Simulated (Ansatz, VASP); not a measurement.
## KBe2 in VASP and in Ansatz

```xyz
3
Lattice="0.0000 3.6174 3.6174 3.6174 0.0000 3.6174 3.6174 3.6174 0.0000" Properties=species:S:1:pos:R:3 pbc="T T T"
K     0.0000    0.0000    0.0000
Be    1.8087    1.8087    1.8087
Be    5.4262    5.4262    5.4262
```

Alike in both runs: functional PBE; k mesh 6 × 6 × 6; occupations gaussian, width 0.1 eV; no spin polarisation.

Ansatz relaxed the structure, and its values are those at the end. VASP's run is a single point on that final structure, the one shown.

```csv
,VASP,Ansatz
version,VASP 6.6.1,Ansatz 0.2.0
potentials or method,"VASP PAW PBE potentials, release 64 (K_sv, Be)","scalar-relativistic, plane waves, PAW"
plane-wave cutoff (eV),520,420
valence electrons in the cell,13,13
```

|  | VASP | Ansatz | Ansatz less VASP |
| --- | --- | --- | --- |
| gap on the k mesh at the Fermi level (eV) | none | none | - |
| pressure (GPa) | 0.2 | 0.2 | -0.01 |

A gap of «none» marks a metal or a gap that the smearing closes. With one functional, cell and mesh, what is left measures potentials, basis and numerics.
